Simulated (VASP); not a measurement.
# BaTiH3 (Pm-3m) in VASP: notebook

The runs below take BaTiH3 through relaxation of cell and atoms, with PBE, r2SCAN.

Program: VASP 6.6.1. These are calculated values, not measurements. Logs are shortened: lines on timing, memory, paths and dates and some standing lists are left out, and cuts for length are marked.

### Step 1. Starting point

Symmetry: Pm-3m, No. 221, cubic system. The conventional cell has a = 3.516 Å, b = 3.516 Å, c = 3.516 Å, α = 90.00°, β = 90.00°, γ = 90.00°. Ba (site symmetry m-3m) has 12 H at 2.49 Å as nearest neighbours. Around Ti (site symmetry m-3m) lie 6 H at 1.76 Å. H (site symmetry 4/mmm) has 2 Ti at 1.76 Å as nearest neighbours.

The cell was built by a generator and needn't be a form met in nature.

### Step 2. Relaxation of cell and atoms, PBE

Contents of INCAR:

```
PREC     = Accurate       # precision mode
ENCUT    = 600            # plane-wave cutoff, eV
EDIFF    = 1E-6           # SCF threshold, eV
ISMEAR   = 0              # smearing method
SIGMA    = 0.03           # smearing width, eV
LREAL    = F              # projectors in reciprocal space
LASPH    = T              # aspherical terms in the spheres
NELM     = 80             # most SCF steps
ALGO     = Normal         # electronic algorithm
ISIF     = 3              # what is computed and relaxed
LWAVE    = F              # write WAVECAR
LCHARG   = F              # write CHGCAR
GGA      = PE             # functional
IBRION   = 2              # ionic algorithm
NSW      = 90             # ionic steps
EDIFFG   = -0.01          # ionic threshold
```

Contents of KPOINTS:

```
Automatic mesh
0
Gamma
  8 8 8
```

Contents of POSCAR:

```
BaTiH3
1.0
    3.5161740300      0.0000000000      0.0000000000
    0.0000000000      3.5161740300      0.0000000000
    0.0000000000      0.0000000000      3.5161740300
Ba Ti H
1 1 3
Direct
    0.5000000000      0.5000000000      0.5000000000
    0.0000000000      0.0000000000      0.0000000000
    0.5000000000      0.0000000000      0.0000000000
    0.0000000000      0.5000000000      0.0000000000
    0.0000000000      0.0000000000      0.5000000000
```

Potentials or basis: VASP PAW PBE potentials, release 64 (Ba_sv, Ti_sv, H).

Launch:

```sh
> cat potpaw_PBE.64/Ba_sv/POTCAR potpaw_PBE.64/Ti_sv/POTCAR potpaw_PBE.64/H/POTCAR > POTCAR
> mpirun -np 1 vasp_std > vasp.out
```

OUTCAR:

```text
PREC = Accurate
   ENCUT = 600
   EDIFF = 1E-6
   ISMEAR = 0
   LREAL = F
   LASPH = T
   NELM = 80
   ISIF = 3
   GGA = PE
   IBRION = 2
   NSW = 90
   EDIFFG = -0.01

 ion  position               nearest neighbor table
   1  0.500  0.500  0.500-   3 2.49   4 2.49   5 2.49   3 2.49   4 2.49   3 2.49   5 2.49   3 2.49
                             4 2.49   5 2.49   4 2.49   5 2.49   2 3.05   2 3.05   2 3.05   2 3.05
   2  0.000  0.000  0.000-   3 1.76   4 1.76   5 1.76   5 1.76   4 1.76   3 1.76   1 3.05   1 3.05
                             1 3.05   1 3.05   1 3.05   1 3.05   1 3.05   1 3.05
   3  0.500  0.000  0.000-   2 1.76   2 1.76   1 2.49   1 2.49   1 2.49   1 2.49
   4  0.000  0.500  0.000-   2 1.76   2 1.76   1 2.49   1 2.49   1 2.49   1 2.49
   5  0.000  0.000  0.500-   2 1.76   2 1.76   1 2.49   1 2.49   1 2.49   1 2.49

  LATTYP: Found a simple cubic cell.
 ALAT       =     3.5161740300

  Lattice vectors:

 A1 = (   3.5161740300,   0.0000000000,   0.0000000000)
 A2 = (   0.0000000000,   3.5161740300,   0.0000000000)
 A3 = (   0.0000000000,   0.0000000000,   3.5161740300)

Analysis of symmetry for initial positions (statically):
=====================================================================
 Subroutine PRICEL returns:
 Original cell was already a primitive cell.

 Routine SETGRP: Setting up the symmetry group for a
 simple cubic supercell.

 Subroutine GETGRP returns: Found 48 space group operations
 (whereof 48 operations were pure point group operations)
 out of a pool of 48 trial point group operations.

The static configuration has the point symmetry O_h .

Analysis of symmetry for dynamics (positions and initial velocities):
=====================================================================
 Subroutine PRICEL returns:
 Original cell was already a primitive cell.

 Routine SETGRP: Setting up the symmetry group for a
 simple cubic supercell.

 Subroutine GETGRP returns: Found 48 space group operations
 (whereof 48 operations were pure point group operations)
 out of a pool of 48 trial point group operations.

The dynamic configuration has the point symmetry O_h .

 Subroutine INISYM returns: Found 48 space group operations
 (whereof 48 operations are pure point group operations),
 and found     1 'primitive' translations

----------------------------------------------------------------------------------------

                                     Primitive cell

  volume of cell :      43.4721

  direct lattice vectors                    reciprocal lattice vectors
     3.516174030  0.000000000  0.000000000     0.284400030  0.000000000  0.000000000
[... 80 lines left out ...]
   NGX,Y,Z   is equivalent  to a cutoff of  13.24, 13.24, 13.24 a.u.
   NGXF,Y,Z  is equivalent  to a cutoff of  26.48, 26.48, 26.48 a.u.
 SYSTEM =  unknown system
   PREC   = accura    normal or accurate (medium, high low for compatibility)
   ISTART =      0    job   : 0-new  1-cont  2-samecut
   ICHARG =      2    charge: 1-file 2-atom 10-const
   ISPIN  =      1    spin polarized calculation?
   LNONCOLLINEAR =      F non collinear calculations
   LSORBIT =      F    spin-orbit coupling
   LASPH  =      T    aspherical Exc in radial PAW
   ENCUT  =  600.0 eV  44.10 Ry    6.64 a.u.   7.02  7.02  7.02*2*pi/ulx,y,z
   NELM   =     80;   NELMIN=  2; NELMDL= -5     # of ELM steps
   EDIFF  = 0.1E-05   stopping-criterion for ELM
   LREAL  =      F    real-space projection
   EDIFFG = -.1E-01   stopping-criterion for IOM
   NSW    =     90    number of steps for IOM
   IBRION =      2    ionic relax: 0-MD 1-quasi-New 2-CG
   NFREE  =      1    steps in history (QN), initial steepest desc. (CG)
   ISIF   =      3    stress and relaxation
   ISYM   =      2    0-nonsym 1-usesym 2-fastsym
   POTIM  = 0.5000    time-step for ionic-motion
   TEBEG  =    0.0;   TEEND  =   0.0 temperature during run
   PSTRESS=    0.0 pullay stress
   NELECT =      25.0000    total number of electrons
   NUPDOWN=      -1.0000    fix difference up-down
   EMIN   =  10.00;   EMAX   =-10.00  energy-range for DOS
   EFERMI =   0.00;   METHOD = LEGACY
   ISMEAR =     0;   SIGMA  =   0.03  broadening in eV -4-tet -1-fermi 0-gaus
   EFERMI_NEDOS =   21; number of points for ismear=-14 and -15
   IALGO  =     38    algorithm
   IMIX   =      4    mixing-type and parameters
     AMIX     =   0.40;   BMIX     =  1.00
     AMIX_MAG =   1.60;   BMIX_MAG =  1.00
  volume/ion in A,a.u.               =       8.69        58.67
  Fermi-wavevector in a.u.,A,eV,Ry     =   1.361396  2.572665 25.217025  1.853399
  Thomas-Fermi vector in A             =   2.487976
   LORBIT       =      0    0 simple, 1 ext, 2 COOP (PROOUT), +10 PAW based schemes
   GGA     = PE    functional components
   LHFCALC =     F    Hartree Fock is set to
   AEXX    =    0.0000 exact exchange contribution
   IVDW    =     0    specifies the selected vdW correction
   LEPSILON=     F    determine dielectric tensor
   LRPA    =     F    only Hartree local field effects (RPA)
 conjugate gradient relaxation of ions
 non-spin polarized calculation
 Gauss-broadening in eV      SIGMA  =   0.03
  energy-cutoff  :      600.00
  volume of cell :       43.47
 maximum number of plane-waves:      1472
   NGX = 15   NGY = 15   NGZ = 15

--------------------------------------- Ionic step        1  -------------------------------------------

 number of electron      25.0000001 magnetization

 Free energy of the ion-electron system (eV)
  ---------------------------------------------------
  ext. energy  EPLUGINS =         0.00000000
  ---------------------------------------------------
  free energy    TOTEN  =       -17.55475005 eV

  energy without entropy =      -17.55183291  energy(sigma->0) =      -17.55329148

 E-fermi :   8.0577     XC(G=0): -11.8230

 val. band max:        8.0524328423   @ k =   0.3750   0.2500   0.2500
 cond. band min:       8.0673400099   @ k =   0.3750   0.1250   0.1250
 fundamental gap:      0.0149071676
 Fermi energy:         8.0576908110

 k-point     1 :       0.0000    0.0000    0.0000
  band No.  band energies     occupation
      1     -48.6430      2.00000
      2     -25.0186      2.00000
      3     -25.0186      2.00000
      4     -25.0186      2.00000
      5     -20.0089      2.00000
      6      -4.5155      2.00000
[... 563 lines left out ...]
--------------------------------------- Ionic step        4  -------------------------------------------

 number of electron      25.0000025 magnetization

 Free energy of the ion-electron system (eV)
  ---------------------------------------------------
  ext. energy  EPLUGINS =         0.00000000
  ---------------------------------------------------
  free energy    TOTEN  =       -20.58084000 eV

  energy without entropy =      -20.57346531  energy(sigma->0) =      -20.57715266

 E-fermi :   4.5680     XC(G=0):  -9.7621

 val. band max:        4.5624954307   @ k =   0.2500   0.2500   0.2500
 cond. band min:       4.5714683807   @ k =   0.5000   0.2500   0.1250
 fundamental gap:      0.0089729500
 Fermi energy:         4.5679580007

 k-point     1 :       0.0000    0.0000    0.0000
  band No.  band energies     occupation
      1     -52.5581      2.00000
      2     -28.8553      2.00000
      3     -28.8553      2.00000
      4     -28.8553      2.00000
      5     -23.4717      2.00000
      6      -8.5209      2.00000
[... 479 lines left out ...]
  FREE ENERGIE OF THE ION-ELECTRON SYSTEM (eV)
  ---------------------------------------------------
  free  energy   TOTEN  =       -20.5808400045 eV

  energy  without entropy=      -20.5734653065  energy(sigma->0) =      -20.57715266

 reached required accuracy - stopping structural energy minimisation
```

OSZICAR:

```text
N       E                     dE             d eps       ncg     rms          rms(c)
DAV:   1     0.247913725883E+03    0.24791E+03   -0.13663E+04  1120   0.182E+03
DAV:   2     0.391923785586E+01   -0.24399E+03   -0.24223E+03  1240   0.455E+02
DAV:   3    -0.198359923612E+02   -0.23755E+02   -0.23106E+02  1728   0.119E+02
[... 44 lines left out ...]
DAV:   4    -0.205785063393E+02    0.51681E-02   -0.54444E-02  1608   0.179E+00    0.196E-01
DAV:   5    -0.205798049574E+02   -0.12986E-02   -0.36883E-03  1496   0.435E-01    0.109E-01
DAV:   6    -0.205807467941E+02   -0.94184E-03   -0.15234E-03  1528   0.185E-01    0.582E-02
DAV:   7    -0.205808321366E+02   -0.85342E-04   -0.46135E-04  1752   0.130E-01    0.135E-02
DAV:   8    -0.205808401708E+02   -0.80342E-05   -0.52473E-05  1440   0.481E-02    0.221E-03
DAV:   9    -0.205808400045E+02    0.16631E-06   -0.15652E-06  1024   0.108E-02
   4 F= -.20580840E+02 E0= -.20577153E+02  d E =-.302609E+01
```

CONTCAR:

```text
BaTiH3
   1.00000000000000
     4.0858169586880821    0.0000000000000000    0.0000000000000000
     0.0000000000000000    4.0858169586880821    0.0000000000000000
    -0.0000000000000000    0.0000000000000000    4.0858169586880821
  Ba              Ti              H
     1     1     3
Direct
     0.5000000000000000    0.5000000000000000    0.5000000000000000
     0.0000000000000000    0.0000000000000000    0.0000000000000000
     0.5000000000000000    0.0000000000000000    0.0000000000000000
     0.0000000000000000    0.5000000000000000    0.0000000000000000
     0.0000000000000000    0.0000000000000000    0.5000000000000000

  0.00000000E+00  0.00000000E+00  0.00000000E+00
  0.00000000E+00  0.00000000E+00  0.00000000E+00
  0.00000000E+00  0.00000000E+00  0.00000000E+00
  0.00000000E+00  0.00000000E+00  0.00000000E+00
  0.00000000E+00  0.00000000E+00  0.00000000E+00
```

Run time: 82 s. Hardware: 1 thread of Intel Xeon Platinum 8259CL at 2.50GHz (Skylake/Cascade Lake), shared host; peak memory 0.18 GiB.

What came out:

- Free energy: -20.5808 eV
- Relaxed volume: 13.64 Å³/atom
- Relaxed cell: a = 4.086 Å, b = 4.086 Å, c = 4.086 Å, α = 90.00°, β = 90.00°, γ = 90.00°
- Space group after relaxing (to 0.05 Å): Pm-3m (No. 221)
- Energy gained by relaxing: 605.2 meV/atom
- Ionic steps: 4
- Pressure after relaxing: -0.1 GPa
- Band gap on the k mesh: none (metal or under the smearing width)

Step by step:
```csv
step,energy change (eV),largest force (eV/Å),pressure (GPa),volume (Å³)
1,0.0000,0.0000,56.47,43.47
2,-3.0120,0.0000,2.14,65.74
3,-3.0166,0.0000,-1.49,70.07
4,-3.0261,0.0000,-0.11,68.21
```

Final structure:
```
Ba Ti H
1.0
     4.08582    0.00000    0.00000
     0.00000    4.08582    0.00000
     0.00000    0.00000    4.08582
Ba Ti H
1 1 3
Direct
  0.50000 0.50000 0.50000
  0.00000 0.00000 0.00000
  0.50000 0.00000 0.00000
  0.00000 0.50000 0.00000
  0.00000 0.00000 0.50000
```

Caveat: the volume moved by over 15 % at a fixed basis, so the end points are rough.

(Part 1 of 3 ends here.)
